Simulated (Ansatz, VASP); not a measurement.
# Cross-check of AsN between VASP and Ansatz

Aim: how closely do two programs agree when they are given the same cell, functional and k mesh? The cell is generated by rule, not measured, and may not be a known phase. The cell is taken from a series of VASP runs on this material, whose earlier steps may have relaxed, scaled or displaced it; both programs get it as it stands.

Program: Ansatz 0.2.0. Level of theory: plane waves, with VASP 6.6.1 beside it; band structure at PBE, spin-orbit coupling. Results are calculated unless marked as measured.

The structure was built from a prototype and need not be the compound's stable phase.

## 1. Set-up

Symmetry: Pm-3m, No. 221, cubic system. Conventional cell: a = 2.679 Å, b = 2.679 Å, c = 2.679 Å, α = 90.00°, β = 90.00°, γ = 90.00°. Nearest to As lie 8 N at 2.32 Å and 6 As at 2.68 Å. Nearest to N lie 8 As at 2.32 Å. Farther neighbours and most contacts between anions are not listed.

## 2. Ansatz: band structure, PBE, spin-orbit coupling

Ansatz runs on its fully relativistic PAW (standard-fr) files.

A single point gives forces, pressure and levels at one fixed geometry, so differences don't come from the geometry; what else differs is listed under the comparison.

input.yaml reads:

```yaml
crystal:
  lattice:
    - [2.67948, 0.0, 0.0]
    - [0.0, 2.67948, 0.0]
    - [0.0, 0.0, 2.67948]
  atoms:
    - { symbol: As, position: [0.0, 0.0, 0.0] }
    - { symbol: "N", position: [0.5, 0.5, 0.5] }
hamiltonian:
  xc: pbe
  pseudopotentials: { kind: paw_fr }
magnetization:
  noncollinear: true
  spin_orbit: true
kpoints:
  mp_grid: { grid: [10, 10, 10] }
  band_path:
    path:
      - [0.0, 0.0, 0.0]
      - [0.0, 0.1, 0.0]
      - [0.0, 0.2, 0.0]
      - [0.0, 0.3, 0.0]
      - [0.0, 0.43333, 0.0]
      - [0.0, 0.5, 0.0]
      - [0.1, 0.5, 0.0]
      - [0.2, 0.5, 0.0]
      - [0.33333, 0.5, 0.0]
      - [0.43333, 0.5, 0.0]
      - [0.5, 0.5, 0.0]
      - [0.36667, 0.36667, 0.0]
      - [0.26667, 0.26667, 0.0]
      - [0.16667, 0.16667, 0.0]
      - [0.06667, 0.06667, 0.0]
      - [0.03333, 0.03333, 0.03333]
      - [0.13333, 0.13333, 0.13333]
      - [0.23333, 0.23333, 0.23333]
      - [0.33333, 0.33333, 0.33333]
      - [0.46667, 0.46667, 0.46667]
      - [0.46667, 0.5, 0.46667]
      - [0.36667, 0.5, 0.36667]
      - [0.23333, 0.5, 0.23333]
      - [0.13333, 0.5, 0.13333]
      - [0.03333, 0.5, 0.03333]
      - [0.5, 0.5, 0.03333]
      - [0.5, 0.5, 0.16667]
      - [0.5, 0.5, 0.26667]
      - [0.5, 0.5, 0.36667]
      - [0.5, 0.5, 0.5]
    npoints: 1
scf:
  occupations: { method: gaussian, width: 0.02 }
  n_extra_bands: 14
output:
  forces: true
  stress: true
  eigenvalues: true
```

Launch:

```
$ ansatz run input.yaml --threads 2 --pin off --max-ram 4608MiB --backend cpu --events-out ev --progress --plain --runs-dir out
```

Numbers of over 12 decimals in the logs are rounded to 6 here.

The program printed:

```text
scf.n_extra_bands = 14 over 20 filled bands (N_el = 20.0): the run solves 34 bands
Engine: ansatz 0.2.0, aarch64-unknown-linux-gnu
Pseudopotentials: kind: paw_fr
Pseudopotential: As, paw_fr, valence charge 15, recommended cutoff 420 eV (normal), As.paw.azcp#standard-fr
Pseudopotential: N, paw_fr, valence charge 5, recommended cutoff 420 eV (normal), N.paw.azcp#standard-fr
Functional definition: PBE
  parameter kappa = 0.804
  parameter beta = 0.066725
  exchange = pbe_x(kappa = kappa, mu = beta*pi^2/3)
  correlation = pbe_c(beta = beta)
non-collinear run that drives no moment, with spin-orbit: no starting moment large enough to seed its density (crystal.atoms[].spin), no starting occupations that ask for one, no magnetisation constraint and no magnetic field, so the semilocal B_xc is pinned to zero
Crystal: 2 atoms, lattice volume = 19.238 Å³
Basis set: ecut = 420 eV, 389 PW (Γ), exchange–correlation on 36×36×36 points (8 copies of the dense FFT grid, shifted against one another)
Bands: 34, of which v1, the nominal top of the filled ones, is band 20 counted from 1 (19 counted from 0)
Symmetry: 48 space group operations + 48 with time reversal
Magnetic group: BNS 221.93 (UNI 1595), of the structure as read, at distance tolerance 2.7e-5 Å
k-points: 56 of 1000
Projection manifold: j_resolved (fully-relativistic pseudo-atomic orbitals)
Non-local potential: As, projectors of the file, l = 0: 2, l = 1: 4, l = 2: 6, l = 3: 2
Non-local potential: N, projectors of the file, l = 0: 2, l = 1: 4, l = 2: 2
PAW form: soft (Blöchl's): semilocal exchange-correlation on the pseudo side does not see the compensation charge
PAW one-centre angular grid: As, 590 points (default); XC on 64 Gauss nodes
PAW one-centre angular grid: N, 110 points (default); XC on 64 Gauss nodes
Initial density: superposition of atomic densities (chi_scale 0.1, normalization cell, long waves kept (reshape's long-wave potential 0.00 eV rms))
Initial wavefunctions: pseudopotential atomic-orbital guess
Functional: x = pbe(κ = 0.804, μ = 0.219515), c = pbe(β = 0.066725)
SCF iter   1: F=—  HF=-5236.748380 eV  |F-HF|=—  |Δ(HF+E_count)|=         —  Δρ=6.61e-2  dr2=1.03e0  dr2_m=0.00e0 (ungated)  ethr=3.10e-3  |M|=0.00e0 ∫|m|=0.00e0 μB  |m|>n=0.0e0 m-floor=0.0e0 τ_xc=0.0e0  β_m=0.30  ⟨swp⟩=7.3  Hψ=6098  notcnv=0  defer=68
preconditioner: auto → none  [insulator: Δε(μ)=0.056 eV  Ē_g=33.307 eV  σ=0.020 eV  W_gap=0.60  n_scr=6 (ndim 8)  ℏωp=37.9 eV  f_vac=0.000  D(μ)=2.62/eV (n_scr^D=32)  ε∞_Penn≈2.3]
SCF iter   2: F=—  HF=-5236.529872 eV  |F-HF|=—  |Δ(HF+E_count)|=   2.19e-1  Δρ=2.35e-2  dr2=4.29e-2  dr2_m=0.00e0 (ungated)  ethr=3.10e-3  |M|=0.00e0 ∫|m|=0.00e0 μB  |m|>n=0.0e0 m-floor=0.0e0 τ_xc=0.0e0  β_m=0.29  ⟨swp⟩=2.0  Hψ=1385  notcnv=0  defer=412
SCF iter   3: F=—  HF=-5236.528642 eV  |F-HF|=—  |Δ(HF+E_count)|=   1.23e-3  Δρ=1.44e-2  dr2=1.70e-2  dr2_m=0.00e0 (ungated)  ethr=2.15e-4  |M|=0.00e0 ∫|m|=0.00e0 μB  |m|>n=0.0e0 m-floor=0.0e0 τ_xc=0.0e0  β_m=0.54  ⟨swp⟩=2.5  Hψ=1085  notcnv=0  defer=406
SCF iter   4: F=—  HF=-5236.531865 eV  |F-HF|=—  |Δ(HF+E_count)|=   3.22e-3  Δρ=4.93e-3  dr2=1.94e-3  dr2_m=0.00e0 (ungated)  ethr=8.49e-5  |M|=0.00e0 ∫|m|=0.00e0 μB  |m|>n=0.0e0 m-floor=0.0e0 τ_xc=0.0e0  β_m=0.49  ⟨swp⟩=2.0  Hψ=933  notcnv=0  defer=406
SCF iter   5: F=—  HF=-5236.531943 eV  |F-HF|=—  |Δ(HF+E_count)|=   7.81e-5  Δρ=1.33e-3  dr2=3.21e-4  dr2_m=0.00e0 (ungated)  ethr=9.70e-6  |M|=0.00e0 ∫|m|=0.00e0 μB  |m|>n=0.0e0 m-floor=0.0e0 τ_xc=0.0e0  β_m=0.75  ⟨swp⟩=2.0  Hψ=1480  notcnv=0  defer=406
SCF iter   6: F=—  HF=-5236.531899 eV  |F-HF|=—  |Δ(HF+E_count)|=   4.33e-5  Δρ=2.80e-4  dr2=1.92e-5  dr2_m=0.00e0 (ungated)  ethr=1.61e-6  |M|=0.00e0 ∫|m|=0.00e0 μB  |m|>n=0.0e0 m-floor=0.0e0 τ_xc=0.0e0  β_m=0.73  ⟨swp⟩=2.4  Hψ=1082  notcnv=0  defer=406
SCF iter   7: F=—  HF=-5236.531896 eV  |F-HF|=—  |Δ(HF+E_count)|=   3.24e-6  Δρ=5.39e-5  dr2=6.78e-7  dr2_m=0.00e0 (ungated)  ethr=9.62e-8  |M|=0.00e0 ∫|m|=0.00e0 μB  |m|>n=0.0e0 m-floor=0.0e0 τ_xc=0.0e0  β_m=0.83  ⟨swp⟩=1.5  Hψ=855  notcnv=0  defer=406
SCF iter   8: F=-5236.531896 eV  HF=-5236.531896 eV  |F-HF|=2.75e-9  |Δ(HF+E_count)|=   1.08e-7  Δρ=4.08e-6  dr2=3.74e-9  dr2_m=0.00e0 (ungated)  ethr=5.00e-10  |M|=0.00e0 ∫|m|=0.00e0 μB  |m|>n=0.0e0 m-floor=0.0e0 τ_xc=0.0e0  ⟨swp⟩=8.7  Hψ=4615  notcnv=0
SCF 1 converged in 8 iterations: F = -5236.531896 eV  dr2 = 3.74e-9
  greatest PAW one-centre occupation: 0.999 electrons in one spin orbital (limit 2), on the As atom at site 0 (counted from 0), in its partial waves of l = 2
NSCF: frozen V_eff on 30 k-points
SCF converged after 8 iterations
Magnetization: |M| = 0.0000 μB,  M = (+0.0000, +0.0000, +0.0000) μB
Absolute magnetization: 0.0000 μB (∫|m|)
  site 0: m = (+0.0000, +0.0000, +0.0000) μB, |m| = 0.0000 μB  (R = 0.96 Å)
  site 1: m = (+0.0000, +0.0000, +0.0000) μB, |m| = 0.0000 μB  (R = 0.96 Å)
Free energy (F): -5236.531896 eV
Harris-Foulkes:  -5236.531896 eV  (|F-HF|=2.75e-9)
Internal energy: -5236.531296 eV  (E = F + TS)
E sigma→0 (E₀):  -5236.531596 eV
Entropy (-TS):   -0.000600 eV (-0.300 meV/atom)
Fermi energy:    17.474272 eV
--- Per-component energies (eV) ---
  E_band       = -101.712512
  E_kinetic    = 235.417519
  E_local      = -1263.704340  (includes V_loc(G=0)·N_el)
  E_nonlocal   = -622.854284
  E_hartree    = 746.563439
  E_xc         = -141.563390
  E_vxc        = -158.650969  (∫ρ·V_xc dr)
  E_paw        = -1961.196903  (= ΣΔE_a)
  E_vpaw       = 214.952121  (= ΣTr[D̂ρ^β])
  E_aug_tail   = 0.000107  (compensation charges beyond the density's cutoff)
  E_ewald      = -2229.193445
  E_smearing   = -0.000600  (= −TS)
  E_closure    = 0.000000  (closes the sum)
  Σ components = -5236.531896   (vs F -5236.531896, Δ=0.00e0)
--- Forces (eV/Å), atoms counted from 1 ---
  atom   1  As    -0.00000000    -0.00000000     0.00000000
  atom   2  N      0.00000000     0.00000000     0.00000000
  max |Σ_I F_I| component: 3.94e-30 eV/Å
--- Stress (GPa, compression-positive) ---
       37.728713       0.000000      -0.000000
       -0.000000      37.728713       0.000000
        0.000000       0.000000      37.728713
  P = ⅓ Tr σ = 37.7287 GPa (377.287 kbar)
--- Band table (eV; the first three rows and the last of 56) ---
  k-point 0: bands = [... 16 lower, 14.1257, 14.1257, 14.1257, 14.1257, 23.6322, 23.6322, 23.6322, 23.6322, ... 10 higher]
  k-point 1: bands = [... 16 lower, 14.2713, 14.2713, 14.3139, 14.3139, 23.4061, 23.4061, 23.8210, 23.8210, ... 10 higher]
  k-point 2: bands = [... 16 lower, 14.6866, 14.6866, 14.7889, 14.7889, 22.4217, 22.4217, 24.3838, 24.3838, ... 10 higher]
  k-point 55: bands = [... 16 lower, 12.2987, 12.2987, 12.2987, 12.2987, 13.5131, 13.5131, 13.8565, 13.8565, ... 10 higher]
```

The job ended after 9.9 s (2 threads of Arm Neoverse N1, shared host; peak memory 0.39 GiB; 19 s of CPU time).

## 3. VASP: band structure, PBE, spin-orbit coupling

The same cell, functional, mesh and smearing now go to VASP, with its own data sets and cutoff.

Lines of VASP's logs that name or quote its potential files are left out, and so is its time.

INCAR reads:

```
SYSTEM = AsN
PREC = Accurate
ENCUT = 520
EDIFF = 1E-06
NELM = 100
ISMEAR = 0
SIGMA = 0.02
LREAL = .FALSE.
ALGO = Normal
GGA = PE
LNONCOLLINEAR = .TRUE.
MAGMOM = 0 0 0 0 0 0
NBANDS = 22
GGA_COMPAT = .FALSE.
LASPH = .TRUE.
LSORBIT = .TRUE.
LORBIT = 11
LWAVE = .FALSE.
LCHARG = .FALSE.
KPAR = 4
ISIF = 2
```

POSCAR reads:

```
AsN
1.0
    2.6794800000      0.0000000000      0.0000000000
    0.0000000000      2.6794800000      0.0000000000
    0.0000000000      0.0000000000      2.6794800000
As N
1 1
Direct
    0.0000000000      0.0000000000      0.0000000000
    0.5000000000      0.5000000000      0.5000000000
```

KPOINTS reads:

```
Automatic mesh
0
Gamma
10 10 10
0 0 0
```

KPOINTS_OPT reads:

```
Line mode
16
Line-mode
Reciprocal
  0.00000000   0.00000000   0.00000000 GAMMA
  0.00000000   0.50000000   0.00000000 X

  0.00000000   0.50000000   0.00000000 X
  0.50000000   0.50000000   0.00000000 M

  0.50000000   0.50000000   0.00000000 M
  0.00000000   0.00000000   0.00000000 GAMMA

  0.00000000   0.00000000   0.00000000 GAMMA
  0.50000000   0.50000000   0.50000000 R

  0.50000000   0.50000000   0.50000000 R
  0.00000000   0.50000000   0.00000000 X

  0.50000000   0.50000000   0.00000000 M
  0.50000000   0.50000000   0.50000000 R
```

PAW data sets: As and N (PBE family, release 64).

Launch:

```
$ mpirun -np 4 vasp_ncl
```

The program printed:

```text
[banner, memory and clock lines left out]
running    4 mpi-ranks, on    1 nodes
 distrk:  each k-point on    1 cores,    4 groups
 distr:  one band on    1 cores,    1 groups

 POSCAR found type information on POSCAR AsN
 POSCAR found :  2 types and       2 ions
 LDA part: xc-table for (Slater+PW92), standard interpolation
 POSCAR, INCAR and KPOINTS ok, starting setup
 FFT: planning ... GRIDC
 FFT: planning ... GRID_SOFT
 FFT: planning ... GRID
 WAVECAR not read
 entering main loop
       N       E                     dE             d eps       ncg     rms          rms(c)
DAV:   1     0.303956603779E+02    0.30396E+02   -0.49368E+03  2464   0.854E+02
DAV:   2    -0.902592035373E+01   -0.39422E+02   -0.37296E+02  3322   0.184E+02
DAV:   3    -0.105853571903E+02   -0.15594E+01   -0.15378E+01  2920   0.322E+01
DAV:   4    -0.105894604973E+02   -0.41033E-02   -0.41020E-02  2782   0.179E+00
DAV:   5    -0.105894660094E+02   -0.55122E-05   -0.55113E-05  2860   0.663E-02    0.788E+00
DAV:   6    -0.944352668669E+01    0.11459E+01   -0.39921E+00  2656   0.175E+01    0.348E+00
DAV:   7    -0.935200695688E+01    0.91520E-01   -0.42889E-01  2618   0.631E+00    0.228E+00
DAV:   8    -0.934787342755E+01    0.41335E-02   -0.55851E-02  2722   0.210E+00    0.796E-01
DAV:   9    -0.934527806599E+01    0.25954E-02   -0.31094E-03  2758   0.483E-01    0.186E-01
DAV:  10    -0.934517747232E+01    0.10059E-03   -0.54104E-04  2790   0.197E-01    0.864E-02
DAV:  11    -0.934514654595E+01    0.30926E-04   -0.36663E-05  2756   0.602E-02    0.118E-02
DAV:  12    -0.934514651358E+01    0.32369E-07   -0.45086E-06  2784   0.165E-02
   1 F= -.93451465E+01 E0= -.93448459E+01  d E =-.601213E-03  mag=    -0.0000     0.0000    -0.0000
 Start KPOINTS_OPT (optional k-point list driver)
k-point batch [1-56\96]
       N       E                     dE             ncg
DAV:   1     0.396995482263E+04   -0.87220E+04     2464
DAV:   2     0.163590135245E+04   -0.23341E+04     3402
DAV:   3     0.154272739681E+04   -0.93174E+02     2850
DAV:   4     0.154247627852E+04   -0.25112E+00     2960
DAV:   5     0.154247583889E+04   -0.43964E-03     2878
DAV:   6     0.154247583706E+04   -0.18307E-05     2616
DAV:   7     0.154247583703E+04   -0.20687E-07     2338
k-point batch [57-96\96]
       N       E                     dE             ncg
DAV:   1     0.370297863636E+04   -0.17035E+05     1760
DAV:   2     0.230253929278E+04   -0.14004E+04     2350
DAV:   3     0.224652210371E+04   -0.56017E+02     2002
DAV:   4     0.224639837772E+04   -0.12373E+00     1852
DAV:   5     0.224639821497E+04   -0.16275E-03     1952
DAV:   6     0.224639821437E+04   -0.59482E-06     1396
```

OUTCAR, selected parts (step 3):

```text
ion  position               nearest neighbor table
   1  0.000  0.000  0.000-   2 2.32   2 2.32   2 2.32   2 2.32   2 2.32   2 2.32   2 2.32   2 2.32

  LATTYP: Found a simple cubic cell.
 ALAT       =     2.6794800000

 Subroutine GETGRP returns: Found 48 space group operations
 (whereof 48 operations were pure point group operations)

The static configuration has the point symmetry O_h .

 Found     56 irreducible k-points:

   k-points           NKPTS =     56   k-points in BZ     NKDIM =     56   number of bands    NBANDS=     22

   dimension x,y,z NGX =    20 NGY =   20 NGZ =   20
   dimension x,y,z NGXF=    40 NGYF=   40 NGZF=   40

   ENCUT  =  520.0 eV  38.22 Ry    6.18 a.u.   4.98  4.98  4.98*2*pi/ulx,y,z

   NELECT =      10.0000    total number of electrons

 k-points in reciprocal lattice and weights: Automatic mesh
   0.00000000  0.00000000  0.00000000       0.001
   0.10000000  0.00000000  0.00000000       0.006
   0.20000000  0.00000000  0.00000000       0.006
   0.30000000  0.00000000  0.00000000       0.006
   0.40000000  0.00000000  0.00000000       0.006
   0.50000000  0.00000000  0.00000000       0.003
   0.10000000  0.10000000  0.00000000       0.012
   0.20000000  0.10000000  0.00000000       0.024
   0.30000000  0.10000000  0.00000000       0.024
[...]
0.50000000  0.50000000  0.40000000       0.006
   0.50000000  0.50000000  0.50000000       0.001

 average (electrostatic) potential at core
       1 -45.9578       2 -59.0250

 E-fermi :  10.4322

 k-point     1 :       0.0000    0.0000    0.0000
  band No.  band energies     occupation
    ...
      6       6.9581      1.00000
      7       7.0811      1.00000
      8       7.0811      1.00000
      9       7.0811      1.00000
     10       7.0811      1.00000
     11      16.5132      0.00000
     12      16.5132      0.00000
     13      16.5132      0.00000
     14      16.5132      0.00000
     15      18.4689      0.00000
    ...

 k-point     2 :       0.1000    0.0000    0.0000
  band No.  band energies     occupation
    ...
      6       7.1234      1.00000
      7       7.2264      1.00000
      8       7.2264      1.00000
      9       7.2700      1.00000
     10       7.2700      1.00000
     11      16.3244      0.00000
     12      16.3244      0.00000
     13      16.6993      0.00000
     14      16.6993      0.00000
     15      18.3289      0.00000
    ...

 k-point     3 :       0.2000    0.0000    0.0000
  band No.  band energies     occupation
    ...
      6       7.5561      1.00000
      7       7.6413      1.00000
      8       7.6413      1.00000
      9       7.7464      1.00000
     10       7.7464      1.00000
     11      15.3712      0.00000
     12      15.3712      0.00000
     13      17.2534      0.00000
     14      17.2534      0.00000
     15      17.5647      0.00000
    ...

  Total        4.5599231      4.5599231      4.5599231      0.0000000      0.0000000     -0.0000000
  in kB      379.7664065    379.7664065    379.7664065      0.0000000      0.0000000     -0.0000000
  external PRESSURE =     379.7664065 kB  Pullay stress =       0.0000000 kB

  energy-cutoff  :      520.00
  volume of cell :       19.24
      direct lattice vectors                 reciprocal lattice vectors
     2.679480000  0.000000000  0.000000000     0.373206742  0.000000000  0.000000000
     0.000000000  2.679480000  0.000000000     0.000000000  0.373206742  0.000000000
     0.000000000  0.000000000  2.679480000     0.000000000  0.000000000  0.373206742

 POSITION                                       TOTAL-FORCE (eV/Angst)
 -----------------------------------------------------------------------------------
      0.00000      0.00000      0.00000         0.000000      0.000000      0.000000
      1.33974      1.33974      1.33974         0.000000      0.000000      0.000000
 -----------------------------------------------------------------------------------
    total drift:                                0.000000      0.000000      0.000000

  FREE ENERGIE OF THE ION-ELECTRON SYSTEM (eV)
  ---------------------------------------------------
  free  energy   TOTEN  =        -9.3451465136 eV

  energy  without entropy=       -9.3445453008  energy(sigma->0) =       -9.34484591

 Spin-Orbit-Coupling matrix elements
 Ion:    1  E_soc:     -0.0201565
 Ion:    2  E_soc:     -0.0001057

 total charge
# of ion       s       p       d       tot
------------------------------------------
    1        1.387   1.115   0.146   2.648
    2        1.333   2.266   0.000   3.599
--------------------------------------------------
tot          2.720   3.381   0.146   6.247

 magnetization (x)
# of ion       s       p       d       tot
------------------------------------------
    1        0.000  -0.000   0.000  -0.000
    2        0.000   0.000   0.000   0.000
--------------------------------------------------
tot          0.000  -0.000   0.000  -0.000

 magnetization (y)
# of ion       s       p       d       tot
------------------------------------------
    1        0.000   0.000   0.000   0.000
    2       -0.000  -0.000   0.000  -0.000
--------------------------------------------------
tot         -0.000  -0.000   0.000  -0.000

 magnetization (z)
# of ion       s       p       d       tot
------------------------------------------
    1        0.000   0.000   0.000   0.000
    2        0.000  -0.000   0.000   0.000
--------------------------------------------------
tot          0.000   0.000   0.000   0.000

[... 3 further parts left out ...]
```

The run ends at a pressure of 37.98 GPa.

## 4. Differences

Known differences besides the potentials themselves: spin-orbit coupling enters by fully relativistic files in Ansatz and inside the spheres in VASP; the data sets hold 20 valence electrons in Ansatz (fully relativistic PAW (standard-fr) files) and 10 in VASP; the cutoff is 420 eV in Ansatz and 520 eV in VASP. Total energies have different zeros and are not compared.

Both answers:

| quantity | Ansatz | VASP | difference |
| --- | --- | --- | --- |
| pressure (GPa) | 37.73 | 37.98 | -0.25 |
| pressure without Ansatz's Pulay correction (GPa) | 37.24 | 37.98 | -0.73 |

Levels from 3 eV below to 2 eV above the Fermi level differ by 4 meV r.m.s. and 7 meV at most; each VASP level is matched to the nearest of Ansatz, which flatters the figure a little. Ansatz's pressure holds a Pulay correction of 0.49 GPa; VASP's holds none.

## 5. Results

```json
{"r.m.s. difference of levels near the Fermi level (band structure, PBE, spin-orbit coupling)": "3.6 meV"}
```

What this shows: The r.m.s. difference of levels near the Fermi level is 3.6 meV (band structure, PBE, spin-orbit coupling), within the 80 meV picked in this series as the mark of a large difference. 2 further runs of this series are not shown here. Such differences can come from data sets, numerical settings and the points named under the comparisons, not from the functional's error against experiment.

[Lines on the potential files, build, host, timing and source positions are cut from VASP's logs without a mark.]

[Logs are printed without paths, hosts, clocks, repeated set-up lines and the standing remarks that a program may print on its own settings, such as how far it seeks lower states.]

[Hosts, paths, dates, database ids (printed as entryN), source tags and the programs' standing remarks are cut or masked in the printed files.]
